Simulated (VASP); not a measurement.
All values below come from r2SCAN meta-GGA, VASP's PBE PAW potentials (set 64) (plane waves; VASP 6.6.1).

The input files of a VASP run:

### POSCAR
```
N2
1.0
 11.0000000000   0.0000000000   0.0000000000
  0.0000000000  11.5000000000   0.0000000000
  0.0000000000   0.0000000000  12.0000000000
N
2
direct
  0.5000000000   0.5000000000   0.4541670000
  0.5000000000   0.5000000000   0.5458330000
```

### INCAR
```
SYSTEM  =  N2
PREC  =  Normal; ENCUT  =  400; LREAL  =  .False.
LASPH  =  .True.
EDIFF  =  1E-5; NELM  =  100; NELMIN  =  4
ALGO  =  Normal; LMIXTAU  =  .True.
ISMEAR  =  0; SIGMA  =  0.01
METAGGA  =  R2SCAN
IBRION  =  2; NSW  =  50; ISIF  =  2
EDIFFG  =  -0.03
LWAVE  =  .False.; LCHARG  =  .False.
```

File KPOINTS:
```
kpoints
0
G
  1 1 1
```

POTCAR, in this order: N (PBE.64 set). Program: vasp_gam.

Output

File OSZICAR:
```
...
DAV:  30    -0.181428431253E+02    0.23864E-02   -0.21324E-03    18   0.595E-01    0.219E-02
DAV:  31    -0.181425394852E+02    0.30364E-03   -0.13374E-04    18   0.176E-01    0.216E-02
DAV:  32    -0.181424499083E+02    0.89577E-04   -0.11650E-05    36   0.528E-02    0.218E-02
DAV:  33    -0.181426945987E+02   -0.24469E-03   -0.82323E-04    20   0.414E-01    0.220E-02
DAV:  34    -0.181437705588E+02   -0.10760E-02   -0.24802E-04    20   0.229E-01    0.229E-02
DAV:  35    -0.181432800405E+02    0.49052E-03   -0.93272E-05    19   0.150E-01    0.226E-02
DAV:  36    -0.181423444562E+02    0.93558E-03   -0.10579E-03    19   0.504E-01    0.218E-02
DAV:  37    -0.181432506119E+02   -0.90616E-03   -0.95206E-04    19   0.414E-01    0.196E-02
DAV:  38    -0.181429045321E+02    0.34608E-03   -0.83620E-04    18   0.400E-01    0.194E-02
DAV:  39    -0.181438882334E+02   -0.98370E-03   -0.15874E-04    18   0.184E-01    0.161E-02
DAV:  40    -0.181446858058E+02   -0.79757E-03   -0.96924E-05    20   0.149E-01    0.154E-02
DAV:  41    -0.181450254410E+02   -0.33964E-03   -0.21595E-04    19   0.213E-01    0.135E-02
DAV:  42    -0.181459639047E+02   -0.93846E-03   -0.19619E-04    18   0.206E-01    0.103E-02
DAV:  43    -0.181432630227E+02    0.27009E-02   -0.22959E-04    18   0.219E-01    0.826E-03
DAV:  44    -0.181452385045E+02   -0.19755E-02   -0.13653E-03    18   0.487E-01    0.116E-02
DAV:  45    -0.181449663698E+02    0.27213E-03   -0.18302E-04    18   0.194E-01    0.114E-02
DAV:  46    -0.181446071211E+02    0.35925E-03   -0.17038E-04    18   0.191E-01    0.105E-02
DAV:  47    -0.181470532255E+02   -0.24461E-02   -0.18620E-04    18   0.208E-01    0.133E-02
DAV:  48    -0.181433881564E+02    0.36651E-02   -0.35409E-04    18   0.286E-01    0.101E-02
DAV:  49    -0.181442354971E+02   -0.84734E-03   -0.37218E-04    18   0.275E-01    0.102E-02
DAV:  50    -0.181432601016E+02    0.97540E-03   -0.22047E-04    19   0.197E-01    0.119E-02
DAV:  51    -0.181435974968E+02   -0.33740E-03   -0.31028E-05    19   0.826E-02    0.132E-02
DAV:  52    -0.181435939092E+02    0.35876E-05   -0.17180E-05    18   0.656E-02
   1 F= -.18143594E+02 E0= -.18143594E+02  d E =-.181436E+02
       N       E                     dE             d eps       ncg     rms          rms(c)
DAV:   1    -0.168617547326E+02    0.12818E+01   -0.87801E+01    18   0.928E+01    0.377E+00
DAV:   2    -0.164441374650E+02    0.41762E+00   -0.11549E+00    20   0.932E+00    0.188E+00
DAV:   3    -0.169716544856E+02   -0.52752E+00   -0.11624E-01    18   0.366E+00    0.629E-01
DAV:   4    -0.165283729810E+02    0.44328E+00   -0.20084E-01    18   0.342E+00    0.355E-01
DAV:   5    -0.165600708555E+02   -0.31698E-01   -0.19276E-02    20   0.144E+00    0.250E-01
DAV:   6    -0.166322730525E+02   -0.72202E-01   -0.21063E-02    18   0.126E+00    0.542E-02
DAV:   7    -0.165929365759E+02    0.39336E-01   -0.29478E-02    20   0.182E+00    0.421E-02
DAV:   8    -0.166031307192E+02   -0.10194E-01   -0.24095E-03    19   0.757E-01    0.597E-02
DAV:   9    -0.166001505157E+02    0.29802E-02   -0.18673E-04    18   0.210E-01    0.557E-02
DAV:  10    -0.166004217514E+02   -0.27124E-03   -0.50605E-04    18   0.294E-01    0.732E-02
DAV:  11    -0.165986612190E+02    0.17605E-02   -0.39458E-04    18   0.245E-01    0.722E-02
DAV:  12    -0.166032501749E+02   -0.45890E-02   -0.15968E-03    18   0.535E-01    0.219E-01
DAV:  13    -0.165993829456E+02    0.38672E-02   -0.92483E-04    18   0.478E-01    0.162E-01
DAV:  14    -0.166007881139E+02   -0.14052E-02   -0.13865E-04    18   0.186E-01    0.127E-01
DAV:  15    -0.166001263356E+02    0.66178E-03   -0.16720E-04    18   0.183E-01    0.898E-02
DAV:  16    -0.166019220202E+02   -0.17957E-02   -0.36514E-04    18   0.240E-01    0.716E-03
DAV:  17    -0.165998956971E+02    0.20263E-02   -0.89945E-04    18   0.375E-01    0.172E-02
DAV:  18    -0.166031612227E+02   -0.32655E-02   -0.11310E-03    18   0.417E-01    0.325E-02
DAV:  19    -0.166023978589E+02    0.76336E-03   -0.28514E-04    18   0.220E-01    0.971E-03
DAV:  20    -0.166021676453E+02    0.23021E-03   -0.14472E-04    19   0.156E-01    0.833E-03
DAV:  21    -0.166022176390E+02   -0.49994E-04   -0.77505E-05    18   0.133E-01    0.115E-02
DAV:  22    -0.166012455252E+02    0.97211E-03   -0.10941E-04    18   0.148E-01    0.500E-03
DAV:  23    -0.166012492884E+02   -0.37632E-05   -0.14509E-05    18   0.609E-02
   2 F= -.16601249E+02 E0= -.16601249E+02  d E =0.154234E+01
       N       E                     dE             d eps       ncg     rms          rms(c)
DAV:   1    -0.181721291481E+02   -0.15709E+01   -0.75323E+01    18   0.854E+01    0.412E+00
DAV:   2    -0.184788645387E+02   -0.30674E+00   -0.91936E-01    19   0.886E+00    0.163E+00
DAV:   3    -0.181296313098E+02    0.34923E+00   -0.92526E-02    18   0.326E+00    0.637E-01
DAV:   4    -0.182306625066E+02   -0.10103E+00   -0.93595E-02    19   0.260E+00    0.249E-01
DAV:   5    -0.181683917827E+02    0.62271E-01   -0.53709E-02    28   0.196E+00    0.107E-01
DAV:   6    -0.181317308708E+02    0.36661E-01   -0.38412E-02    18   0.209E+00    0.614E-02
DAV:   7    -0.181513954148E+02   -0.19665E-01   -0.14387E-02    19   0.148E+00    0.250E-02
DAV:   8    -0.181523382788E+02   -0.94286E-03   -0.52231E-03    19   0.108E+00    0.159E-02
DAV:   9    -0.181549592834E+02   -0.26210E-02   -0.31199E-03    18   0.656E-01    0.140E-02
DAV:  10    -0.181574447506E+02   -0.24855E-02   -0.45024E-03    18   0.856E-01    0.936E-03
DAV:  11    -0.181614843255E+02   -0.40396E-02   -0.26808E-03    18   0.684E-01    0.802E-03
DAV:  12    -0.181544100835E+02    0.70742E-02   -0.20506E-03    18   0.568E-01    0.787E-03
DAV:  13    -0.181571385344E+02   -0.27285E-02   -0.41395E-04    18   0.293E-01    0.526E-03
DAV:  14    -0.181553728817E+02    0.17657E-02   -0.89041E-04    18   0.372E-01    0.326E-03
DAV:  15    -0.181545671597E+02    0.80572E-03   -0.10762E-03    18   0.431E-01    0.235E-03
DAV:  16    -0.181559091606E+02   -0.13420E-02   -0.15193E-04    18   0.194E-01    0.233E-03
DAV:  17    -0.181573911189E+02   -0.14820E-02   -0.17093E-04    18   0.188E-01    0.466E-03
DAV:  18    -0.181571562195E+02    0.23490E-03   -0.40046E-05    20   0.928E-02    0.209E-03
DAV:  19    -0.181551629314E+02    0.19933E-02   -0.80719E-05    18   0.145E-01    0.241E-03
DAV:  20    -0.181555536884E+02   -0.39076E-03   -0.13167E-05    18   0.585E-02    0.143E-03
DAV:  21    -0.181560339816E+02   -0.48029E-03   -0.10167E-05    18   0.534E-02    0.891E-04
DAV:  22    -0.181554254934E+02    0.60849E-03   -0.10654E-05    19   0.529E-02    0.149E-03
DAV:  23    -0.181551760196E+02    0.24947E-03   -0.60623E-06    19   0.400E-02    0.170E-03
DAV:  24    -0.181551402816E+02    0.35738E-04   -0.33404E-06    18   0.315E-02    0.161E-03
DAV:  25    -0.181551774957E+02   -0.37214E-04   -0.21253E-06    18   0.248E-02    0.128E-03
DAV:  26    -0.181549799219E+02    0.19757E-03   -0.22313E-06    18   0.262E-02    0.108E-03
DAV:  27    -0.181550263624E+02   -0.46441E-04   -0.80883E-07    18   0.167E-02    0.762E-04
DAV:  28    -0.181549441793E+02    0.82183E-04   -0.29530E-06    18   0.292E-02    0.536E-04
DAV:  29    -0.181549745471E+02   -0.30368E-04   -0.45865E-07    18   0.122E-02    0.567E-04
DAV:  30    -0.181549714879E+02    0.30592E-05   -0.66361E-07    18   0.146E-02
   3 F= -.18154971E+02 E0= -.18154971E+02  d E =-.113776E-01
       N       E                     dE             d eps       ncg     rms          rms(c)
DAV:   1    -0.181550973189E+02   -0.12277E-03   -0.16689E-03    18   0.416E-01    0.181E-02
DAV:   2    -0.181562538251E+02   -0.11565E-02   -0.19336E-04    19   0.196E-01    0.917E-03
DAV:   3    -0.181548076891E+02    0.14461E-02   -0.33740E-04    18   0.269E-01    0.572E-03
DAV:   4    -0.181568147262E+02   -0.20070E-02   -0.31982E-04    19   0.263E-01    0.286E-03
DAV:   5    -0.181548598496E+02    0.19549E-02   -0.68870E-05    18   0.133E-01    0.217E-03
DAV:   6    -0.181552883312E+02   -0.42848E-03   -0.19113E-05    18   0.699E-02    0.127E-03
DAV:   7    -0.181552955138E+02   -0.71827E-05   -0.60108E-06    18   0.407E-02
   4 F= -.18155296E+02 E0= -.18155296E+02  d E =-.117016E-01
```

File OUTCAR:
```
------------------------ aborting loop because EDIFF is reached ----------------------------------------
  FORCE on cell =-STRESS in cart. coord.  units (eV):
  Direction    XX          YY          ZZ          XY          YZ          ZX
  --------------------------------------------------------------------------------------
  Total       -1.1851719     -1.1483909     -1.4209022      0.0000000      0.0000000      0.0000000
  in kB       -1.2508929     -1.2120724     -1.4996951      0.0000000      0.0000000      0.0000000
  external PRESSURE =      -1.3208868 kB  Pullay stress =       0.0000000 kB
  volume of cell :     1518.00
      direct lattice vectors                 reciprocal lattice vectors
    11.000000000  0.000000000  0.000000000     0.090909091  0.000000000  0.000000000
     0.000000000 11.500000000  0.000000000     0.000000000  0.086956522  0.000000000
     0.000000000  0.000000000 12.000000000     0.000000000  0.000000000  0.083333333
 POSITION                                       TOTAL-FORCE (eV/Angst)
 -----------------------------------------------------------------------------------
      5.50000      5.75000      5.44429         0.000000      0.000000      0.003142
      5.50000      5.75000      6.55571         0.000000      0.000000     -0.003142
 -----------------------------------------------------------------------------------
    total drift:                                0.000000      0.000000      0.000000
  FREE ENERGIE OF THE ION-ELECTRON SYSTEM (eV)
  ---------------------------------------------------
  free  energy   TOTEN  =       -18.1552955138 eV

  energy  without entropy=      -18.1552955138  energy(sigma->0) =      -18.15529551

 reached required accuracy - stopping structural energy minimisation
```
(Selected blocks of OUTCAR.)

CONTCAR:
```
N2
   1.00000000000000
    11.0000000000000000    0.0000000000000000    0.0000000000000000
     0.0000000000000000   11.5000000000000000    0.0000000000000000
     0.0000000000000000    0.0000000000000000   12.0000000000000000
  N
     2
Direct
     0.5000000000000000    0.5000000000000000    0.4536906216984036
     0.5000000000000000    0.5000000000000000    0.5463093783015964
```

At this cut-off the stress carries a Pulay error, which pulls relaxed volumes low.

The cell is a molecule in a box.
